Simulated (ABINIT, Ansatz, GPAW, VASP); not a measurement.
**One structure in several programs: Ti (P6_3/mmc, 2 atoms in the cell)**

Self-consistent single point, at a second geometry (lattice scaled by 0.98). First geometry:

```
CELL_PARAMETERS angstrom
      1.47500    -2.55477     0.00000
      1.47500     2.55477     0.00000
      0.00000     0.00000     4.68000
ATOMIC_POSITIONS crystal
  Ti 0.33333 0.66667 0.25000
  Ti 0.66667 0.33333 0.75000
```

Shared settings, as Ansatz (a program for electronic structure) writes them: kpoints.mp_grid.grid = 13 13 7; scf.occupations.method = fermi_dirac; scf.occupations.width = 0.1 eV. Potentials and cutoffs stand in the table.

| code | model | ΔF from the first geometry (meV/atom) | pressure (GPa) | cutoff |
|---|---|---|---|---|
| ABINIT | PBE, norm-conserving pseudopotentials (PseudoDojo nc-sr-05 PBE standard) | 13.8 | 5.88 | 42 Ha |
| GPAW | PBE, GPAW PAW datasets PBE (gpaw-data 1.0.1) | 15.9 | 6.00 | 850 eV |
| VASP | PBE, VASP's PBE PAW potentials (set 64) | 16.5 | 5.60 | 300 eV |
| Ansatz | PBE, default PAW files | 13.4 | 5.80 | default |

For VASP (by 0.7 GPa) the energy change implies a higher mean pressure, against the two pressures, than for the other programs: a sign of finite-basis (Pulay) stress.

On Ansatz's run: spin polarisation is off.

The spread over the programs that give each value: ΔF from the first geometry within 3.1 meV/atom; pressure within 0.40 GPa.

Ansatz's pressure is given at a fixed set of plane waves, as the other plane-wave codes print theirs.

VASP's run is marked for a possible Pulay error in its stress at this cutoff; no cutoff test was made.

The starting cell has typed, rounded lattice constants, without a prior relaxation at this level. For this run, on top of that: lattice scaled by 0.98.

Left out of this page: Quantum ESPRESSO, CP2K, Elk, FLEUR and SIESTA (not drawn, or without a comparable value).

Keys are those of Ansatz 0.2.
